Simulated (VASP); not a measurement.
Given:

```
KF
1.0
    0.00000     2.69285     2.69285
    2.69285     0.00000     2.69285
    2.69285     2.69285     0.00000
K F
1 1
Cartesian
  0.00000   0.00000   0.00000
  2.69285   2.69285   2.69285
```

Level of theory: optB86b-vdW, VASP's PBE PAW potentials (set 64) (plane waves; VASP 6.6.1). Settings: 520 eV cut-off, 9×9×9 Γ-centred mesh, Gaussian smearing of 0.050 eV, potentials K_sv F.

Give the stress tensor in GPa (positive for a compressed cell).

```
-1.02   0.00   0.00
 0.00  -1.02   0.00
 0.00   0.00  -1.02
```
The pressure is its mean diagonal, -1.02 GPa.

The compound is KF in the rock salt structure. This cell is one point of a volume scan, at 1.03 of the reference volume.
